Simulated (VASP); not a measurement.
Given:

```
MgF2
1.0
    4.49017     0.00000     0.00000
    0.00000     4.49017     0.00000
    0.00000     0.00000     2.98099
Mg F
2 4
Direct
  0.00000   0.00000   0.00000
  0.50000   0.50000   0.50000
  0.30212   0.30212   0.00000
  0.80212   0.19788   0.50000
  0.19788   0.80212   0.50000
  0.69788   0.69788   0.00000
```

Method: PBEsol GGA, VASP's PBE PAW potentials (set 64) (plane waves; VASP). Run with 620 eV cut-off, 5×5×7 Γ-centred mesh, Gaussian smearing of 0.050 eV, potentials Mg F.

What does the run give for the energy per atom (σ→0), pressure, band gap (on the k-mesh) with the smallest direct gap where there is one?

```
Item                                          Value
-----------------------------------  --------------
band gap (on the k-mesh)                    7.50 eV
smallest direct gap (on the k-mesh)         7.50 eV
energy per atom (σ→0)                -5.407 eV/atom
pressure                                  10.00 GPa
```

Total energies compare only between runs with the same potentials, cut-off and functional.

The compound is MgF2 in the rutile structure. It was relaxed first under an external pressure of 10 GPa.
